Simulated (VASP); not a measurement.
Here is the system:

```
CELL_PARAMETERS angstrom
     -1.61529     1.61529     1.61529
      1.61529    -1.61529     1.61529
      1.61529     1.61529    -1.61529
ATOMIC_POSITIONS crystal
  Mo 0.00000 0.00000 0.00000
```

Level of theory: vdW-DF2, VASP's PBE PAW potentials (set 64) (plane waves; VASP). Run with 520 eV cut-off, Gaussian smearing of 0.050 eV, potentials Mo_sv.

Question: What does the run give for the band gap (along the path) with the smallest direct gap where there is one?

Answer: 
```
Property                                                      Value
-------------------------  ----------------------------------------
band gap (along the path)  none (metal, semimetal or under 0.01 eV)
```

The compound is Mo in the bcc structure. It was relaxed first, which changed the volume by +8 %.
